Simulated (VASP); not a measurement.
Level of theory: r2SCAN meta-GGA, VASP's PBE PAW potentials (set 64) (plane waves; VASP).

VASP input:

### POSCAR
```
GaN
1
    1.5945742487    -2.7618835771     0.0000000000
    1.5945742487     2.7618835771     0.0000000000
    0.0000000000    -0.0000000000     5.1906563629
Ga N
2 2
Direct
  0.6666670000   0.3333330000   0.5000958380
  0.3333330000   0.6666670000   0.0000958380
  0.6666670000   0.3333330000   0.8769041620
  0.3333330000   0.6666670000   0.3769041620
```

**KPOINTS**
```
Automatic mesh
0
Gamma
10 10 6
0 0 0
```

**INCAR**
```
ALGO  =  Normal
CSHIFT  =  0.1
EDIFF  =  1E-7
ENCUT  =  520
ISMEAR  =  0
LASPH  =  .TRUE.
LCHARG  =  .FALSE.
LMAXMIX  =  4
LMIXTAU  =  .TRUE.
LOPTICS  =  .TRUE.
LPEAD  =  .TRUE.
LREAL  =  .FALSE.
LWAVE  =  .FALSE.
METAGGA  =  R2SCAN
NBANDS  =  66
NEDOS  =  1001
NELM  =  100
PREC  =  Accurate
SIGMA  =  0.01
SYSTEM  =  GaN
```

POTCAR, in this order: Ga_d N (PBE.64 set). Program: vasp_std.

What VASP printed:

### OSZICAR
```
       N       E                     dE             d eps       ncg     rms          rms(c)
DAV:   1     0.297587861675E+03    0.29759E+03   -0.11901E+04 10992   0.104E+03
DAV:   2    -0.109585056707E+02   -0.30855E+03   -0.25921E+03  7424   0.301E+02
DAV:   3    -0.526010937769E+02   -0.41643E+02   -0.40619E+02  8714   0.771E+01
DAV:   4    -0.536470713258E+02   -0.10460E+01   -0.10442E+01  8688   0.124E+01
DAV:   5    -0.536544401691E+02   -0.73688E-02   -0.73680E-02  8646   0.101E+00    0.102E+01
DAV:   6    -0.450813660971E+02    0.85731E+01   -0.17939E+00 10346   0.196E+01    0.338E+00
DAV:   7    -0.432932002997E+02    0.17882E+01   -0.63459E-01  8210   0.301E+00    0.238E+00
DAV:   8    -0.461196056498E+02   -0.28264E+01   -0.62330E-01  9168   0.423E+00    0.280E+00
DAV:   9    -0.449063159263E+02    0.12133E+01   -0.22406E-01  8376   0.277E+00    0.104E+00
DAV:  10    -0.438042248965E+02    0.11021E+01   -0.20169E-01  7662   0.178E+00    0.255E-01
DAV:  11    -0.438169318544E+02   -0.12707E-01   -0.12450E-02  9144   0.454E-01    0.289E-01
DAV:  12    -0.438125600068E+02    0.43718E-02   -0.47944E-04  8770   0.145E-01    0.231E-01
DAV:  13    -0.438200390992E+02   -0.74791E-02   -0.10988E-03  8180   0.219E-01    0.931E-02
DAV:  14    -0.438215873429E+02   -0.15482E-02   -0.80455E-04  7824   0.117E-01    0.151E-01
DAV:  15    -0.438218612887E+02   -0.27395E-03   -0.52364E-05  8612   0.518E-02    0.962E-02
DAV:  16    -0.438221225113E+02   -0.26122E-03   -0.77601E-05  8052   0.537E-02    0.332E-02
DAV:  17    -0.438221070901E+02    0.15421E-04   -0.17985E-05  8954   0.194E-02    0.951E-03
DAV:  18    -0.438221268595E+02   -0.19769E-04   -0.33729E-06  9206   0.132E-02    0.165E-03
DAV:  19    -0.438221202990E+02    0.65605E-05   -0.13804E-06  8208   0.425E-03    0.574E-04
DAV:  20    -0.438221272767E+02   -0.69777E-05   -0.96431E-08  8482   0.177E-03    0.215E-03
DAV:  21    -0.438221223734E+02    0.49034E-05   -0.15512E-08  6818   0.754E-04    0.105E-03
DAV:  22    -0.438221251196E+02   -0.27462E-05   -0.92956E-09  5704   0.453E-04    0.104E-04
DAV:  23    -0.438221244210E+02    0.69862E-06   -0.22862E-09  4056   0.235E-04    0.203E-04
DAV:  24    -0.438221245305E+02   -0.10950E-06   -0.61006E-10  4024   0.237E-04    0.707E-05
DAV:  25    -0.438221243464E+02    0.18411E-06   -0.26401E-10  3972   0.163E-04    0.305E-05
DAV:  26    -0.438221243722E+02   -0.25846E-07   -0.82803E-11  3970   0.436E-05
   1 F= -.43822124E+02 E0= -.43822124E+02  d E =-.180361E-16
 imaginary and real dielectric function
```

**OUTCAR**
```
------------------------ aborting loop because EDIFF is reached ----------------------------------------
  FORCE on cell =-STRESS in cart. coord.  units (eV):
  Direction    XX          YY          ZZ          XY          YZ          ZX
  --------------------------------------------------------------------------------------
  Total        0.0116625      0.0116625      0.0417980      0.0000000      0.0000000      0.0000000
  in kB        0.4086963      0.4086963      1.4647503      0.0000000      0.0000000      0.0000000
  external PRESSURE =       0.7607143 kB  Pullay stress =       0.0000000 kB
  volume of cell :       45.72
      direct lattice vectors                 reciprocal lattice vectors
     1.594574249 -2.761883577  0.000000000     0.313563323 -0.181035871  0.000000000
     1.594574249  2.761883577  0.000000000     0.313563323  0.181035871  0.000000000
     0.000000000  0.000000000  5.190656363     0.000000000  0.000000000  0.192653863
  FREE ENERGIE OF THE ION-ELECTRON SYSTEM (eV)
  ---------------------------------------------------
  free  energy   TOTEN  =       -43.8221243722 eV

  energy  without entropy=      -43.8221243722  energy(sigma->0) =      -43.82212437

 plasma frequency squared (from intraband transitions) (eV^2)
  --------------------------------------------------------------------------------------
       0.000       0.000       0.000
       0.000       0.000       0.000
       0.000       0.000       0.000

 plasma frequency squared (from interband transitions, int dw w eps(2)(w)) (eV^2)
  --------------------------------------------------------------------------------------
     583.492       0.000      -0.000      -0.000      -0.000       0.000
      -0.000       0.000     583.492       0.000      -0.000       0.000
      -0.000      -0.000      -0.000      -0.000     581.703       0.000
```
(Selected blocks of OUTCAR.)

The dielectric response may not be converged in the k-mesh; for small gaps it tends to come out too large.

The compound is GaN in the wurtzite structure. It was relaxed first.
